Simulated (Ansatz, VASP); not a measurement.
Two plane-wave programs on Ga2Ge3O

```
CELL_PARAMETERS angstrom
5.02303 0.00000 0.00000
0.00000 5.02303 0.00000
0.00000 0.00000 4.98040
ATOMIC_POSITIONS crystal
Ga 0.50000 0.00000 0.00000
Ga 0.00000 0.50000 0.00000
Ge 0.50000 0.00000 0.50000
Ge 0.00000 0.50000 0.50000
Ge 0.00000 0.00000 0.50000
O 0.00000 0.00000 0.00000
```

Alike in both runs: functional PBE; k mesh 4 × 4 × 2; occupations gaussian, width 0.1 eV; no spin polarisation.

Ansatz relaxed the structure, and its values are those at the end. VASP's run is a single point on that final structure, the one shown.

|  | VASP | Ansatz |
| --- | --- | --- |
| version | VASP 6.6.1 | Ansatz 0.2.0 |
| potentials or method | VASP PAW PBE potentials, release 64 (Ga_d, Ge_d, O) | scalar-relativistic, plane waves, PAW |
| plane-wave cutoff (eV) | 520 | 420 |
| valence electrons in the cell | 74 | 74 |

|  | VASP | Ansatz | Ansatz less VASP |
| --- | --- | --- | --- |
| gap on the k mesh at the Fermi level (eV) | none | none | - |
| pressure (GPa) | 0.1 | 0.1 | -0.03 |

A gap of «none» marks a metal or a gap that the smearing closes.

Caveats: the k mesh is coarse (spacing up to 0.63 Å⁻¹), so the values aren't converged.
